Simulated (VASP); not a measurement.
Given:

```xyz
3
Lattice="2.2251 -3.8540 0.0000 2.2251 3.8540 0.0000 0.0000 0.0000 5.1358" Properties=species:S:1:pos:R:3 pbc="T T T"
Se     2.7277    -2.9834     3.4239
Se     3.4449     0.0000     0.0000
Se     2.7277     2.9834     1.7119
```

Level of theory: PW91 GGA, VASP's PBE PAW potentials (set 64) (plane waves; VASP). Run with 520 eV cut-off, 6×6×5 Γ-centred mesh, Gaussian smearing of 0.050 eV, potentials Se.

Without a dispersion term in the relaxation, distances and binding between the weakly bound layers, chains or molecules are unreliable, and so is what depends on them.

Question: The ions and cell shape at fixed volume are relaxed. What does this cell relax into?

Answer: 
```xyz
3
Lattice="2.2408 -3.8812 0.0000 2.2408 3.8812 0.0000 0.0000 0.0000 5.0640" Properties=species:S:1:pos:R:3 pbc="T T T"
Se     2.7376    -3.0207     3.3760
Se     3.4880     0.0000     5.0640
Se     2.7376     3.0207     1.6880
```
Space group P3_121 (152), at a tolerance of 0.03 Å.

Question: How much energy does the relaxation gain?

Answer: The energy (σ→0) changes by -3.8 meV/atom, in 6 ionic steps.

The compound is Se in the trig structure. This cell is one point of a volume scan, at 1.03 of the reference volume. Symmetry was kept, so distortions that lower it aren't found.
